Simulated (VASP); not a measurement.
H, in a box:

```
CELL_PARAMETERS angstrom
10.50000 0.00000 0.00000
0.00000 11.00000 0.00000
0.00000 0.00000 11.50000
ATOMIC_POSITIONS crystal
H 0.50000 0.50455 0.50000
```

Program: VASP 6.6.1. Alike in all runs: task single point; potentials or basis VASP PAW PBE potentials, release 64 (H); spin collinear, ferromagnetic start; fixed moment (μB) 1; cell as given; k mesh 1 × 1 × 1; smearing gaussian 0.01 eV. Hardware: 4 MPI ranks on Intel(R) Xeon(R) 6975P-C (Granite Rapids) (shared host).

**Question.** Order these runs on this cell by their wall time, lowest first.
A. level rev-vdW-DF2; cutoff (eV) 400
B. level RPBE+D3(BJ); cutoff (eV) 400
C. level PBE+D3(BJ); cutoff (eV) 250

**Answer.** C (12 s), B (26 s), A (170 s).

Caveats: the total moment is fixed, so each spin has its own Fermi level.
